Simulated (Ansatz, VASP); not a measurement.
# C ((8,8) graphene nanotube bundle): VASP beside Ansatz

Aim: how closely do two programs agree when they are given the same cell, functional and k mesh? The cell is taken from a series of runs on this material, whose earlier steps may have relaxed, scaled, displaced or heated it; both programs get it as it stands.

Method: plane waves, with VASP 6.6.1 beside it; PBEsol, in Ansatz 0.2.0.

**1. Starting point**

The cell holds 192 atoms: 192 C. Cell: a = 14.150 Å, b = 14.150 Å, c = 14.760 Å, α = 90.0°, β = 90.0°, γ = 120.0°. It derives from C (graphene). As first built, before any earlier steps moved the atoms or strained the cell (in the runner's words): graphene sheet (a = 2.46 A) rolled into an (8,8) tube of diameter 10.85 A, 6 periods, hexagonal bundle with 3.3 A between walls; every coordinate displaced by a Gaussian of 0.05 A. The structure's axis is c.

**2. Ansatz: single point, PBEsol**

Ansatz runs on its default PAW (the set named soft_2) files.

With cell and atoms fixed, the geometry can't cause a difference; cores, projectors, grids and the points listed under the comparison can.

input.yaml reads:

```yaml
crystal:
  lattice:
    - [14.15015, 0.0, 0.0]
    - [-7.07508, 12.25439, 0.0]
    - [0.0, 0.0, 14.76]
  atoms:
    - { symbol: C, position: [0.40989, 0.05864, 0.08376] }
    - { symbol: C, position: [0.42881, 0.1158, 0.00042] }
    - { symbol: C, position: [0.44379, 0.22244, 0.00038] }
    - { symbol: C, position: [0.43981, 0.27087, 0.08366] }
    - { symbol: C, position: [0.40935, 0.35211, 0.08371] }
    - { symbol: C, position: [0.38362, 0.38449, 0.00038] }
    - { symbol: C, position: [0.3143, 0.42982, 0.00033] }
    - { symbol: C, position: [0.2708, 0.44169, 0.08366] }
    - { symbol: C, position: [0.17074, 0.4417, 0.08375] }
    - { symbol: C, position: [0.11529, 0.42976, 0.16705] }
    - { symbol: C, position: [0.00069, 0.38447, 0.00036] }
    - { symbol: C, position: [0.94255, 0.35189, 0.08368] }
    - { symbol: C, position: [0.83098, 0.27031, 0.08374] }
    - { symbol: C, position: [0.77869, 0.22187, 0.16705] }
    - { symbol: C, position: [0.68735, 0.11513, 0.00033] }
    - { symbol: C, position: [0.64901, 0.05789, 0.08368] }
    - { symbol: C, position: [0.59134, 0.9425, 0.08366] }
    - { symbol: C, position: [0.57242, 0.88527, 0.00034] }
    - { symbol: C, position: [0.55726, 0.77859, 0.00036] }
    - { symbol: C, position: [0.56118, 0.7302, 0.08369] }
    - { symbol: C, position: [0.59149, 0.64885, 0.08367] }
    - { symbol: C, position: [0.61717, 0.61642, 0.00035] }
    - { symbol: C, position: [0.68659, 0.57118, 0.16707] }
    - { symbol: C, position: [0.73018, 0.5594, 0.08374] }
    - { symbol: C, position: [0.8303, 0.55952, 0.0837] }
    - { symbol: C, position: [0.88571, 0.57152, 0.00039] }
    - { symbol: C, position: [0.00039, 0.61687, 0.16705] }
    - { symbol: C, position: [0.0585, 0.64945, 0.08374] }
    - { symbol: C, position: [0.17011, 0.73093, 0.08375] }
    - { symbol: C, position: [0.22243, 0.77935, 0.00045] }
[... 156 atom lines left out ...]
    - { symbol: C, position: [0.00036, 0.61694, 0.00044] }
    - { symbol: C, position: [0.05848, 0.64959, 0.91711] }
    - { symbol: C, position: [0.17006, 0.73097, 0.91709] }
    - { symbol: C, position: [0.22244, 0.77929, 0.83375] }
    - { symbol: C, position: [0.314, 0.88602, 0.00044] }
    - { symbol: C, position: [0.35227, 0.94323, 0.91708] }
kpoints:
  mp_grid: { grid: [1, 1, 1] }
hamiltonian:
  xc: pbesol
scf:
  occupations: { method: gaussian, width: 0.05 }
output:
  forces: true
  stress: true
  populations: intrinsic
  dos:
    method: { smearing: { sigma: 0.08 } }
    de: 0.1
    projected: { site_lists: { C: [C] } }
  eigenvalues: true
  write_density: true
  write_potential: true
  volumetric_format: npy
```

On the command line:

```sh
ansatz run input.yaml --threads 8 --pin off --max-ram 15872MiB --backend cpu --events-out ev --progress --plain --runs-dir out
```

Numbers of over 12 decimals in the logs are rounded to 6 here.

What it wrote:

```text
Engine: ansatz 0.2.0, aarch64-unknown-linux-gnu
Pseudopotentials: kind: paw
Pseudopotential: C, paw, valence charge 4, recommended cutoff 420 eV (normal), C.paw.azcp
Functional definition: PBEsol
  exchange = pbesol_x
  correlation = pbesol_c
Crystal: 192 atoms, lattice volume = 2559.406 Å³
Basis set: ecut = 420 eV, 49963 PW (Γ), exchange–correlation on 192×192×200 points (8 copies of the dense FFT grid, shifted against one another)
Bands: 576, of which v1, the nominal top of the filled ones, is band 384 counted from 1 (383 counted from 0)
Symmetry: 1 space group operations
Space group: P1 (ITA 1), of the structure as read, at distance tolerance 1.4e-4 Å
k-points: 1
Non-local potential: C, projectors of the file, l = 0: 2, l = 1: 2, l = 2: 1
PAW form: soft (Blöchl's): semilocal exchange-correlation on the pseudo side does not see the compensation charge
PAW frozen core: C, regenerated for the run's functional, and the local potential with it (the file was generated under x = pbe(κ = 0.804, μ = 0.219515), c = pbe(β = 0.066725))
PAW one-centre angular grid: C, 110 points (default); XC on 64 Gauss nodes
Initial density: superposition of atomic densities (neutral atoms: chi_scale 0, normalization atom), corrected by the library's trained network
Initial wavefunctions: pseudopotential atomic-orbital guess
Functional: x = pbesol(κ = 0.804, μ = 0.123457), c = pbesol(β = 0.046)
SCF iter   1: F=—  HF=-47350.181754 eV  |F-HF|=—  |Δ(HF+E_count)|=         —  Δρ=4.26e-3  dr2=8.47e-1  ethr=1.77e-3  ⟨swp⟩=7.0  Hψ=2658  notcnv=0  defer=141
preconditioner: auto → Resta (q_TF=auto, 2.232 Å⁻¹)  ε∞=2.8  [insulator: Δε(μ)=0.365 eV  Ē_g=15.170 eV  σ=0.050 eV  W_gap=1.00  n_scr=466 (ndim 8)  ℏωp=20.3 eV  f_vac=0.335  D(μ)=0.00/eV (n_scr^D=0)  ε∞_Penn≈2.8  vacuum switching on, ρ_ref=1.7e-2 e/Å³]
SCF iter   2: F=—  HF=-47350.146500 eV  |F-HF|=—  |Δ(HF+E_count)|=   3.53e-2  Δρ=1.81e-3  dr2=8.65e-2  ethr=1.10e-4  ⟨swp⟩=2.0  Hψ=918  notcnv=0  defer=186
SCF iter   3: F=—  HF=-47350.191644 eV  |F-HF|=—  |Δ(HF+E_count)|=   4.51e-2  Δρ=7.47e-4  dr2=4.22e-2  ethr=1.13e-5  ⟨swp⟩=2.0  Hψ=751  notcnv=0  defer=186
SCF iter   4: F=—  HF=-47350.196955 eV  |F-HF|=—  |Δ(HF+E_count)|=   5.31e-3  Δρ=4.12e-4  dr2=1.13e-2  ethr=5.50e-6  ⟨swp⟩=2.0  Hψ=602  notcnv=0  defer=186
SCF iter   5: F=—  HF=-47350.201450 eV  |F-HF|=—  |Δ(HF+E_count)|=   4.49e-3  Δρ=1.62e-4  dr2=8.86e-4  ethr=1.48e-6  ⟨swp⟩=2.0  Hψ=608  notcnv=0  defer=186
SCF iter   6: F=—  HF=-47350.203006 eV  |F-HF|=—  |Δ(HF+E_count)|=   1.56e-3  Δρ=4.27e-5  dr2=8.66e-5  ethr=1.15e-7  ⟨swp⟩=2.0  Hψ=680  notcnv=0  defer=186
SCF iter   7: F=—  HF=-47350.203877 eV  |F-HF|=—  |Δ(HF+E_count)|=   8.72e-4  Δρ=1.96e-5  dr2=2.83e-5  ethr=1.13e-8  ⟨swp⟩=2.0  Hψ=960  notcnv=0  defer=186
SCF iter   8: F=—  HF=-47350.203876 eV  |F-HF|=—  |Δ(HF+E_count)|=   1.02e-6  Δρ=4.93e-6  dr2=1.88e-6  ethr=3.68e-9  ⟨swp⟩=2.0  Hψ=645  notcnv=0  defer=186
SCF iter   9: F=—  HF=-47350.203876 eV  |F-HF|=—  |Δ(HF+E_count)|=   2.53e-7  Δρ=2.73e-6  dr2=2.60e-7  ethr=2.45e-10  ⟨swp⟩=2.0  Hψ=602  notcnv=0  defer=186
SCF iter  10: F=-47350.203876 eV  HF=-47350.203876 eV  |F-HF|=1.04e-7  |Δ(HF+E_count)|=   2.74e-7  Δρ=1.21e-6  dr2=2.38e-8  ethr=1.30e-11  ⟨swp⟩=34.0  Hψ=7149  notcnv=0
SCF 1 converged in 10 iterations: F = -47350.203876 eV  dr2 = 2.38e-8
  greatest PAW one-centre occupation: 0.672 electrons in one spin orbital (limit 2), on the C atom at site 112 (counted from 0), in its partial waves of l = 0
[...]
--- intrinsic populations: 192 sites ---
  site symbol       q [e]
     0      C      4.0008
     1      C      3.9999
     2      C      4.0001
     3      C      3.9993
     4      C      4.0015
     5      C      4.0001
     6      C      3.9997
     7      C      3.9986
     8      C      3.9986
     9      C      3.9997
    10      C      4.0001
    11      C      4.0016
    12      C      3.9993
    13      C      4.0001
    14      C      3.9999
    15      C      4.0008
    16      C      4.0008
    17      C      3.9999
    18      C      4.0001
    19      C      3.9993
    20      C      4.0015
    21      C      4.0001
    22      C      3.9997
    23      C      3.9986
[...]
184      C      3.9986
   185      C      3.9997
   186      C      4.0001
   187      C      4.0015
   188      C      3.9994
   189      C      4.0001
   190      C      4.0000
   191      C      4.0007
  spilling = -0.000000 (of n_electrons = 768.000000)
```

**3. VASP: single point, PBEsol**

The same cell, functional, mesh and smearing now go to VASP, with its own data sets.

Lines of VASP's logs that name or quote its potential files are left out, and so is its time.

INCAR reads:

```
SYSTEM = C
PREC = Accurate
ENCUT = 600
EDIFF = 1E-06
NELM = 120
ISMEAR = 0
SIGMA = 0.05
LREAL = Auto
ALGO = Normal
GGA = PS
NBANDS = 518
LORBIT = 11
LWAVE = .FALSE.
LCHARG = .FALSE.
ISIF = 2
LASPH = .TRUE.
GGA_COMPAT = .FALSE.
EFERMI = MIDGAP
```

POSCAR reads:

```
C
1.0
   14.1501500000      0.0000000000      0.0000000000
   -7.0750800000     12.2543900000      0.0000000000
    0.0000000000      0.0000000000     14.7600000000
C
192
Direct
    0.4098900000      0.0586400000      0.0837600000
    0.4288100000      0.1158000000      0.0004200000
    0.4437900000      0.2224400000      0.0003800000
    0.4398100000      0.2708700000      0.0836600000
    0.4093500000      0.3521100000      0.0837100000
    0.3836200000      0.3844900000      0.0003800000
    0.3143000000      0.4298200000      0.0003300000
    0.2708000000      0.4416900000      0.0836600000
    0.1707400000      0.4417000000      0.0837500000
    0.1152900000      0.4297600000      0.1670500000
    0.0006900000      0.3844700000      0.0003600000
    0.9425500000      0.3518900000      0.0836800000
    0.8309800000      0.2703100000      0.0837400000
    0.7786900000      0.2218700000      0.1670500000
    0.6873500000      0.1151300000      0.0003300000
    0.6490100000      0.0578900000      0.0836800000
    0.5913400000      0.9425000000      0.0836600000
    0.5724200000      0.8852700000      0.0003400000
    0.5572600000      0.7785900000      0.0003600000
    0.5611800000      0.7302000000      0.0836900000
    0.5914900000      0.6488500000      0.0836700000
    0.6171700000      0.6164200000      0.0003500000
    0.6865900000      0.5711800000      0.1670700000
    0.7301800000      0.5594000000      0.0837400000
    0.8303000000      0.5595200000      0.0837000000
    0.8857100000      0.5715200000      0.0003900000
    0.0003900000      0.6168700000      0.1670500000
    0.0585000000      0.6494500000      0.0837400000
    0.1701100000      0.7309300000      0.0837500000
    0.2224300000      0.7793500000      0.0004500000
[... 156 atom lines left out ...]
    0.0003600000      0.6169400000      0.0004400000
    0.0584800000      0.6495900000      0.9171100000
    0.1700600000      0.7309700000      0.9170900000
    0.2224400000      0.7792900000      0.8337500000
    0.3140000000      0.8860200000      0.0004400000
    0.3522700000      0.9432300000      0.9170800000
```

KPOINTS reads:

```
Automatic mesh
0
Gamma
1 1 1
0 0 0
```

Potentials, in the order of the species: C (PBE family, release 64).

On the command line:

```sh
export OMP_NUM_THREADS=4
mpirun -np 1 vasp_gam
```

What it wrote:

```text
[banner, memory and clock lines left out]
running    1 mpi-ranks, on    1 nodes
[...]
Offloading initialized ...    1 GPUs detected
[...]
|                                                                             |
|               ----> ADVICE to this user running VASP <----                  |
|                                                                             |
|     You enforced a specific xc type in the INCAR file but a different       |
|     [... a line on the potential file left out ...]
|     I HOPE YOU KNOW WHAT YOU ARE DOING!                                     |
|                                                                             |

 LDA part: xc-table for (Slater+PW92), standard interpolation
 POSCAR, INCAR and KPOINTS ok, starting setup
[...]
entering main loop
       N       E                     dE             d eps       ncg     rms          rms(c)
DAV:   1     0.772319019376E+04    0.77232E+04   -0.43939E+05  1044   0.157E+03
DAV:   2    -0.924543695709E+03   -0.86477E+04   -0.81778E+04  1568   0.353E+02
DAV:   3    -0.192216017935E+04   -0.99762E+03   -0.98373E+03  1248   0.125E+02
DAV:   4    -0.195703994620E+04   -0.34880E+02   -0.34756E+02  1288   0.248E+01
[...]
DAV:  17    -0.183789555792E+04   -0.54788E-04   -0.46586E-06   984   0.287E-03    0.241E-03
DAV:  18    -0.183789556604E+04   -0.81150E-05   -0.13074E-06   840   0.140E-03    0.140E-03
DAV:  19    -0.183789556603E+04    0.34343E-08   -0.11715E-07   736   0.471E-04
   1 F= -.18378956E+04 E0= -.18378956E+04  d E =-.206979E-06
```

From OUTCAR (step 3):

```text
  FREE ENERGIE OF THE ION-ELECTRON SYSTEM (eV)
  ---------------------------------------------------
  free  energy   TOTEN  =     -1837.8955660349 eV

  energy  without entropy=    -1837.8955658279  energy(sigma->0) =    -1837.89556593
```

The run ends at a pressure of 0.71 GPa, with forces up to 0.046 eV/Å.

**4. Comparison**

Known differences besides the potentials themselves: the cutoff is 420 eV in Ansatz and 600 eV in VASP (PREC = Accurate, projectors in real space); Ansatz makes its cores anew for this functional, VASP keeps those of its PBE data sets. Total energies have different zeros and are not compared.

The two programs side by side:

```tsv
quantity	Ansatz	VASP	difference
pressure (GPa)	0.55	0.71	-0.16
gap on the k mesh (eV)	0.363	0.363	0.000
```

The largest component of a force difference here is 12 meV/Å. A gap on the mesh is an upper bound, since the band edges may lie between its points. Where the cell holds vacuum, a pressure given here is an average over it and none of the material.

**5. Outcome**

```
difference in gap on the k mesh (single point, PBEsol) : -4.8e-4 eV
r.m.s. force difference (single point, PBEsol)         : 6.7 meV/Å
```

The r.m.s. force difference is 6.7 meV/Å (single point, PBEsol), within the 12 meV/Å picked in this series as the mark of a large difference. Such differences can come from data sets, numerical settings and the points named under the comparisons, not from the functional's error against experiment.

[Lines on the potential files, build, host, timing and source positions are cut from VASP's logs without a mark.]

[Logs are printed without paths, hosts, clocks, repeated set-up lines and the standing remarks that a program may print on its own settings, such as how far it seeks lower states.]

[Hosts, paths, dates, database ids (printed as entryN), source tags and the programs' standing remarks are cut or masked in the printed files.]
